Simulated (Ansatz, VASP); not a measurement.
# Ge (Germanium) in two plane-wave programs, part 2 of 2

One calculation is typed for both programs; each brings its own data sets. How far apart do they land? The cell is taken from a series of runs on this material, whose earlier steps may have relaxed, scaled, displaced or heated it; both programs get it as it stands.

VASP 6.6.1 and Ansatz 0.2.0.

So far: The structure; VASP: zone-centre phonons, LDA.

### 2. VASP: zone-centre phonons, LDA (continued)

Level of this step: LDA; plane waves and PAW (Ge_d) (VASP).

Numbers of over 12 decimals in the logs are rounded to 6 here.

From OUTCAR (step 2):

```text
ion  position               nearest neighbor table
   1  0.498  0.498  0.502-   2 2.41   2 2.41   2 2.43   2 2.43
   2  0.752  0.752  0.748-   1 2.41   1 2.41   1 2.43   1 2.43

  LATTYP: Found a body centered orthorhombic cell.
 ALAT       =     3.8557406952
 B/A-ratio  =     1.0317490807
 C/A-ratio  =     1.4742262615

 Subroutine GETGRP returns: Found  4 space group operations
 (whereof  2 operations were pure point group operations)

The static configuration has the point symmetry C_1h.
 The point group associated with its full space group is C_2h.

   k-points           NKPTS =   1728   k-points in BZ     NKDIM =   1728   number of bands    NBANDS=     20

   dimension x,y,z NGX =    30 NGY =   30 NGZ =   28
   dimension x,y,z NGXF=    60 NGYF=   60 NGZF=   56

   ENCUT  =  500.0 eV  36.75 Ry    6.06 a.u.   7.24  7.24  7.03*2*pi/ulx,y,z

   NELECT =      28.0000    total number of electrons

 k-points in reciprocal lattice and weights: Points of the shifted mesh
   0.04166667  0.04166667  0.04166667       0.001
   0.04166667  0.04166667  0.12500000       0.001
   0.04166667  0.04166667  0.20833333       0.001
   0.04166667  0.04166667  0.29166667       0.001
   0.04166667  0.04166667  0.37500000       0.001
   0.04166667  0.04166667  0.45833333       0.001
   0.04166667  0.04166667  0.54166667       0.001
   0.04166667  0.04166667  0.62500000       0.001
   0.04166667  0.04166667  0.70833333       0.001
[...]
0.95833333  0.95833333  0.87500000       0.001
   0.95833333  0.95833333  0.95833333       0.001

 average (electrostatic) potential at core
       1 -75.0726       2 -75.0726

  Total        0.6068937      0.6068937      0.0264228      0.5814031     -0.0018421     -0.0018421
  in kB       22.3044501     22.3044501      0.9710854     21.3676253     -0.0676992     -0.0676997
  external PRESSURE =      15.1933285 kB  Pullay stress =       0.0000000 kB

  energy-cutoff  :      500.00
  volume of cell :       43.59
      direct lattice vectors                 reciprocal lattice vectors
    -0.043280671  2.769701063  2.842117095    -0.177747333  0.177747333  0.175925194
     2.769701063 -0.043280671  2.842117095     0.177747333 -0.177747333  0.175925194
     2.726420392  2.726420392  0.000000000     0.183390647  0.183390647 -0.175925194

 POSITION                                       TOTAL-FORCE (eV/Angst)
 -----------------------------------------------------------------------------------
      2.72631      2.72631      2.83030         0.000218      0.000218     -0.002103
      4.08974      4.08974      4.27500        -0.000218     -0.000218      0.002103
 -----------------------------------------------------------------------------------
    total drift:                                0.000000      0.000000     -0.000000

 Eigenvectors and eigenvalues of the dynamical matrix
 ----------------------------------------------------

   1 f  =    9.089752 THz    57.112598 2PiTHz  303.201501 cm-1    37.592178 meV
             X         Y         Z           dx          dy          dz
      2.726315  2.726315  2.830296    -0.499841   -0.499841    0.017838
      4.089736  4.089736  4.274997     0.499841    0.499841   -0.017838

   2 f  =    9.057069 THz    56.907240 2PiTHz  302.111288 cm-1    37.457009 meV
             X         Y         Z           dx          dy          dz
      2.726315  2.726315  2.830296    -0.012614   -0.012614   -0.706882
      4.089736  4.089736  4.274997     0.012614    0.012614    0.706882

   3 f  =    8.876155 THz    55.770526 2PiTHz  296.076655 cm-1    36.708810 meV
             X         Y         Z           dx          dy          dz
      2.726315  2.726315  2.830296    -0.500000    0.500000    0.000000
      4.089736  4.089736  4.274997     0.500000   -0.500000   -0.000000

   4 f  =    0.000000 THz     0.000001 2PiTHz    0.000004 cm-1     0.000000 meV
             X         Y         Z           dx          dy          dz
      2.726315  2.726315  2.830296     0.082820   -0.701567    0.030741
      4.089736  4.089736  4.274997     0.082820   -0.701567    0.030741

   5 f  =    0.000000 THz     0.000000 2PiTHz    0.000002 cm-1     0.000000 meV
             X         Y         Z           dx          dy          dz
      2.726315  2.726315  2.830296     0.702238    0.082668   -0.005274
      4.089736  4.089736  4.274997     0.702238    0.082668   -0.005274

   6 f/i=    0.000000 THz     0.000001 2PiTHz    0.000004 cm-1     0.000000 meV
             X         Y         Z           dx          dy          dz
      2.726315  2.726315  2.830296    -0.001639   -0.031147   -0.706419
      4.089736  4.089736  4.274997    -0.001639   -0.031147   -0.706419

 ELASTIC MODULI CONTR FROM IONIC RELAXATION (kBar)
 Direction    XX          YY          ZZ          XY          YZ          ZX
 --------------------------------------------------------------------------------
 XX          -0.5548     -0.5478     -1.3021    -12.0252      2.9536     -0.4335
 YY          -0.5478     -0.5548     -1.3021    -12.2444      1.7450      0.9968
 ZZ          -1.3021     -1.3021     -3.1164    -29.1125      2.8091     -1.7618
 XY         -12.0252    -12.2444    -29.1125   -275.5348      2.5470      2.0914
 YZ           2.9536      1.7450      2.8091      2.5470   -297.0798    -38.0723
 ZX          -0.4335      0.9968     -1.7618      2.0914    -38.0723   -290.1724
 --------------------------------------------------------------------------------
```

### 3. Ansatz: zone-centre phonons, LDA

Ansatz runs on its PAW soft_1 files.

The same cell, functional (in two slightly different forms), mesh and smearing now go to Ansatz, which takes its cutoff from its data sets.

input.yaml

```yaml
crystal:
  lattice:
    - [-0.0432806706, 2.7697010626, 2.8421170952]
    - [2.7697010626, -0.0432806706, 2.8421170952]
    - [2.7264203921, 2.7264203921, 0.0]
  atoms:
    - { symbol: Ge, position: [0.497920412, 0.497920412, 0.5020408324] }
    - { symbol: Ge, position: [0.752079588, 0.752079588, 0.7479591676] }
kpoints:
  mp_grid: { grid: [12, 12, 12], shift: [0.5, 0.5, 0.5] }
hamiltonian:
  xc: lda
  pseudopotentials: { kind: paw, azcp: { folder: soft_1 }, xc_functional: pbe }
scf:
  occupations: { method: gaussian, width: 0.015 }
output:
  eigenvalues: true
phonons:
  method: dfpt
```

Started as:

```sh
$ ansatz run input.yaml --threads 4 --pin off --max-ram 10240MiB --backend cpu --events-out ev --progress --plain --runs-dir out
```

What it wrote:

```text
Engine: ansatz 0.2.0, x86_64-unknown-linux-gnu
Pseudopotentials: kind: paw
Pseudopotential: Ge, paw, valence charge 14, recommended cutoff 420 eV (normal), soft_1/Ge.paw.azcp
Functional definition: SPW92
  exchange = slater_x
  correlation = pw_c
Crystal: 2 atoms, lattice volume = 43.594 Å³
Basis set: ecut = 420 eV, 873 PW (Γ), exchange–correlation on 64×64×64 points (8 copies of the dense FFT grid, shifted against one another)
Bands: 18, of which v1, the nominal top of the filled ones, is band 14 counted from 1 (13 counted from 0)
Symmetry: 4 space group operations
k-points: 864 of 1728 (irreducible under 1 space group operation, time reversal used)
Non-local potential: Ge, projectors of the file, l = 0: 2, l = 1: 2, l = 2: 3, l = 3: 1
PAW form: soft (Blöchl's): semilocal exchange-correlation on the pseudo side does not see the compensation charge
PAW frozen core: Ge, regenerated for the run's functional, and the local potential with it (the file was generated under x = pbe(κ = 0.804, μ = 0.219515), c = pbe(β = 0.066725))
PAW one-centre angular grid: Ge, 590 points (default); XC on 64 Gauss nodes
Initial density: superposition of atomic densities (chi_scale 0.1, normalization cell)
Initial wavefunctions: pseudopotential atomic-orbital guess
Functional: x = slater, c = lda
SCF iter   1: F=—  HF=-8431.580818 eV  |F-HF|=—  |Δ(HF+E_count)|=         —  Δρ=3.63e-2  dr2=5.26e-1  ethr=3.10e-3  ⟨swp⟩=6.0  Hψ=73477  notcnv=0
preconditioner: auto → none  [insulator: Δε(μ)=0.237 eV  Ē_g=23.569 eV  σ=0.015 eV  W_gap=1.00  n_scr=14 (ndim 8)  ℏωp=29.8 eV  f_vac=0.000  D(μ)=0.00/eV (n_scr^D=0)  ε∞_Penn≈2.6]
SCF iter   2: F=—  HF=-8431.453139 eV  |F-HF|=—  |Δ(HF+E_count)|=   1.28e-1  Δρ=1.65e-2  dr2=8.52e-2  ethr=1.88e-3  ⟨swp⟩=2.0  Hψ=25918  notcnv=0
SCF iter   3: F=—  HF=-8431.437896 eV  |F-HF|=—  |Δ(HF+E_count)|=   1.52e-2  Δρ=2.50e-3  dr2=7.19e-4  ethr=3.04e-4  ⟨swp⟩=2.0  Hψ=22495  notcnv=0
SCF iter   4: F=—  HF=-8431.437943 eV  |F-HF|=—  |Δ(HF+E_count)|=   4.72e-5  Δρ=4.30e-4  dr2=7.24e-5  ethr=2.57e-6  ⟨swp⟩=2.0  Hψ=31090  notcnv=0
SCF iter   5: F=—  HF=-8431.437769 eV  |F-HF|=—  |Δ(HF+E_count)|=   1.75e-4  Δρ=5.74e-5  dr2=1.18e-6  ethr=2.58e-7  ⟨swp⟩=2.0  Hψ=30639  notcnv=0
SCF iter   6: F=—  HF=-8431.437767 eV  |F-HF|=—  |Δ(HF+E_count)|=   1.90e-6  Δρ=2.46e-5  dr2=2.06e-7  ethr=4.23e-9  ⟨swp⟩=2.0  Hψ=27648  notcnv=0
SCF iter   7: F=—  HF=-8431.437767 eV  |F-HF|=—  |Δ(HF+E_count)|=   7.66e-8  Δρ=5.93e-6  dr2=7.31e-9  ethr=7.37e-10  ⟨swp⟩=2.5  Hψ=23428  notcnv=0
SCF iter   8: F=—  HF=-8431.437767 eV  |F-HF|=—  |Δ(HF+E_count)|=   6.96e-9  Δρ=4.56e-7  dr2=3.92e-11  ethr=2.61e-11  ⟨swp⟩=2.0  Hψ=25942  notcnv=0
SCF iter   9: F=-8431.437767 eV  HF=-8431.437767 eV  |F-HF|=3.64e-12  |Δ(HF+E_count)|=  1.82e-12  Δρ=1.03e-7  dr2=2.38e-12  ethr=1.00e-12  ⟨swp⟩=5.3  Hψ=67732  notcnv=0
SCF 1 converged in 9 iterations: F = -8431.437767 eV  dr2 = 2.38e-12
  greatest PAW one-centre occupation: 0.998 electrons in one spin orbital (limit 2), on the Ge atom at site 1 (counted from 0), in its partial waves of l = 2
DFPT response loops at Γ: preconditioner auto → Kerker (q_TF=auto, 2.534 Å⁻¹) (partly filled bands, converged f_vac=0.051); β = 1.00, the filter's whole step (`scf.mixing.beta` (0.50) is not read by the response loops under this deck's `scf.mixing.preconditioner`; to damp them name `kerker` or `kerker_dos`, under which they read `scf.mixing.beta`, and type it under 1.00, their step now; both keys bind the ground state too); Broyden in place of MSR1
SCF converged after 9 iterations
Free energy (F): -8431.437767 eV
Harris-Foulkes:  -8431.437767 eV  (|F-HF|=3.64e-12)
Internal energy: -8431.437766 eV  (E = F + TS)
E sigma→0 (E₀):  -8431.437766 eV
Entropy (-TS):   -0.000000 eV (-0.000 meV/atom)
Fermi energy:    8.719947 eV
--- Per-component energies (eV) ---
  E_band       = -298.920084
  E_kinetic    = 187.693110
  E_local      = -4455.952478  (includes V_loc(G=0)·N_el)
  E_nonlocal   = 442.344924
  E_hartree    = 2125.070140
  E_xc         = -143.452230
  E_vxc        = -132.064448  (∫ρ·V_xc dr)
  E_paw        = -3869.300613  (= ΣΔE_a)
  E_vpaw       = -591.081627  (= ΣTr[D̂ρ^β])
  E_aug_tail   = 0.000034  (compensation charges beyond the density's cutoff)
  E_ewald      = -2721.657307
  E_core_change = 3.816653  (= ΣΔE_core)
  E_smearing   = -0.000000  (= −TS)
  E_closure    = 0.000000  (closes the sum)
  Σ components = -8431.437767   (vs F -8431.437767, Δ=0.00e0)
--- Band table (eV; the first three rows and the last of 864) ---
  k-point 0: bands = [... 10 lower, -4.3443, 8.0854, 8.6100, 8.6896, 9.4083, 11.1543, 11.4468, 11.5399]
  k-point 1: bands = [... 10 lower, -4.2211, 6.9709, 8.1313, 8.5476, 9.8195, 11.2835, 11.4863, 12.4604]
  k-point 2: bands = [... 10 lower, -3.9219, 5.3216, 7.6935, 8.2291, 9.6949, 11.7512, 12.0277, 13.5528]
  k-point 863: bands = [... 10 lower, -2.2525, 0.9127, 7.0584, 7.3596, 9.2987, 12.5141, 12.6639, 15.9791]
--- Phonons (Γ-DFPT): 2 representative perturbations + reference, on 864 of 1728 k-points (Σ response iterations 6) ---
  k mesh reduced under 1 symmetry operation, with k and −k counted as one. Each operation leaves every solved perturbation unchanged. A smaller set is not used because it would not reduce the number of displacements times k-points to solve
  ASR residual: 1.004e-5 → 0.000e0 eV/Å²; symmetrization residual: 3.172e-6 eV/Å²
  ASR residual per site (eV/Å²): 1.00e-5 1.00e-5
  Γ frequencies (cm⁻¹): 0.00 0.00 0.00 294.85 300.42 302.16
  non-analytic LO–TO correction: not included (Born effective charges unavailable; polar crystals: no LO–TO splitting at Γ)
```

The column dr2 measures how far the density is from self-consistency, as an energy; F and HF (Harris–Foulkes) agree once it is small.

### 4. Comparison

Known differences besides the potentials themselves: the two LDA forms differ slightly; the cutoff is 420 eV in Ansatz and 500 eV in VASP; VASP's log shows a relativistic correction to its local exchange, Ansatz's none. Total energies have different zeros and are not compared.

Compared:

```csv
quantity,Ansatz,VASP,difference
optical mode 1 (cm⁻¹),294.9,296.1,-0.41 %
optical mode 2 (cm⁻¹),300.4,302.1,-0.56 %
optical mode 3 (cm⁻¹),302.2,303.2,-0.34 %
```

Modes are paired by rising frequency, not by their patterns, so a pair may set unlike modes beside each other; they are those without the splitting of longitudinal modes.

### 5. Summary of results

```yaml
r_m_s_difference_of_the_optical_zone_centre_modes_each_program_s_sorted_by_frequency_zone_centre_phonons_lda: 1.3 cm⁻¹
difference_in_optical_mode_2_zone_centre_phonons_lda: -0.6 %
```

**Reading.** The r.m.s. difference of the optical zone-centre modes, each program's sorted by frequency is 1.3 cm⁻¹ (zone-centre phonons, LDA). Among the rows given in per cent, the largest difference of the zone-centre phonons, LDA pair is in optical mode 2, -0.6 %. Such differences can come from data sets, numerical settings and the points named under the comparisons, not from the functional's error against experiment.

[Lines on the potential files, build, host, timing and source positions are cut from VASP's logs without a mark.]

[Logs are printed without paths, hosts, clocks, repeated set-up lines and the standing remarks that a program may print on its own settings, such as how far it seeks lower states.]

[Hosts, paths, dates, database ids (printed as entryN), source tags and the programs' standing remarks are cut or masked in the printed files.]
